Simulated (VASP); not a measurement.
Here is the system:

```xyz
5
Lattice="2.0073 -3.4768 0.0000 2.0073 3.4768 0.0000 0.0000 0.0000 6.2911" Properties=species:S:1:pos:R:3 pbc="T T T"
La     2.0073     1.1589     1.5540
La     2.0073    -1.1589     4.7371
O      0.0000     0.0000     6.2911
O      2.0073     1.1589     4.0624
O      2.0073    -1.1589     2.2286
```

Method: PW91 GGA, VASP's PBE PAW potentials (set 64) (plane waves; VASP). Numerical set-up: 520 eV cut-off, 7×7×4 Γ-centred mesh, Gaussian smearing of 0.050 eV, potentials La O.

Problem. The ions and cell shape at fixed volume are relaxed. Give the cell that the relaxation ends in.

Solution. 
```xyz
5
Lattice="1.9926 -3.4512 0.0000 1.9926 3.4512 0.0000 0.0000 0.0000 6.3846" Properties=species:S:1:pos:R:3 pbc="T T T"
La     1.9926     1.1504     1.6029
La     1.9926    -1.1504     4.7817
O      0.0000     0.0000     0.0000
O      1.9926     1.1504     4.1102
O      1.9926    -1.1504     2.2744
```
Space group P-3m1 (164), at a tolerance of 0.03 Å.

Problem. How much energy does the relaxation gain?

Solution. The energy (σ→0) changes by -3.3 meV/atom, in 9 ionic steps.

| step | E(σ→0) (eV) | max force (eV/Å) | pressure (GPa) | volume (Å³) |
|---|---|---|---|---|
| 1 | -42.1267 | 0.388 | -6.71 | 87.81 |
| 2 | -42.1393 | 0.068 | -6.09 | 87.81 |
| 3 | -42.1398 | 0.100 | -5.92 | 87.81 |
| 4 | -42.1420 | 0.069 | -5.84 | 87.81 |
| 5 | -42.1428 | 0.033 | -5.75 | 87.81 |
| 6 | -42.1429 | 0.018 | -5.76 | 87.81 |
| 7 | -42.1430 | 0.012 | -5.78 | 87.81 |
| 8 | -42.1430 | 0.013 | -5.77 | 87.81 |
| 9 | -42.1430 | 0.008 | -5.75 | 87.81 |

The compound is La2O3 in the a-type structure. This cell is one point of a volume scan, at 1.06 of the reference volume. Symmetry was kept, so distortions that lower it aren't found.
